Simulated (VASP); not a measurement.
An input for Quantum ESPRESSO's pw.x (written as the equivalent of a VASP run, and not itself run):

```
&CONTROL
  calculation = 'scf'
  pseudo_dir = './pseudo'
  outdir = './out'
  tprnfor = .true.
  tstress = .true.
/
&SYSTEM
  ibrav = 0
  nat = 4
  ntyp = 2
  ecutwfc = 84
  occupations = 'smearing'
  smearing = 'methfessel-paxton'
  degauss = 0.00735
  input_dft = 'pbe'
/
&ELECTRONS
  conv_thr = 7.3e-08
  electron_maxstep = 100
/
ATOMIC_SPECIES
  Ag 107.868 Ag.upf
  Pt 195.084 Pt.upf
CELL_PARAMETERS angstrom
     4.0561300    0.0000000    0.0000000
     0.0000000    4.0561300    0.0000000
     0.0000000    0.0000000    4.0561300
ATOMIC_POSITIONS crystal
  Ag   0.0000000  0.5000000  0.5000000
  Ag   0.5000000  0.0000000  0.5000000
  Ag   0.5000000  0.5000000  0.0000000
  Pt   0.0000000  0.0000000  0.0000000
K_POINTS automatic
  7 7 7 0 0 0
```

Question: Write the VASP files for the same calculation (PBE).

Answer: This is not unique; one that fits is 
POSCAR:
```
Ag3Pt
1.0
  4.0561300000   0.0000000000   0.0000000000
  0.0000000000   4.0561300000   0.0000000000
  0.0000000000   0.0000000000   4.0561300000
Ag Pt
3 1
Cartesian
  0.0000000000   2.0280650000   2.0280650000
  2.0280650000   0.0000000000   2.0280650000
  2.0280650000   2.0280650000   0.0000000000
  0.0000000000   0.0000000000   0.0000000000
```

### KPOINTS
```
Automatic mesh
0
Gamma
7 7 7
0 0 0
```

### INCAR
```
ALGO = Normal
EDIFF = 1E-6
ENCUT = 275
GGA = PE
ISIF = 2
ISMEAR = 1
LASPH = .TRUE.
LCHARG = .FALSE.
LMAXMIX = 6
LREAL = .FALSE.
LWAVE = .FALSE.
NELM = 100
PREC = Accurate
SIGMA = 0.1
SYSTEM = Ag3Pt
```

POTCAR, in this order: Ag Pt (PBE.64 set). Program: vasp_std.

Limits of the translation: the potentials are each code's own (VASP's PAW set, PseudoDojo norm-conserving files in pw.x), so ENCUT and ecutwfc are chosen apart and not converted; conv_thr bounds pw.x's estimated SCF error, while EDIFF bounds the energy change between steps.

The structure comes from a computed database's Ag3Pt entry (Pm-3m); how it stands against other phases isn't given here. The cell was not relaxed at this level. The run is one of a series of settings (ENCUT = 275 against the base run), some of them coarse on purpose.
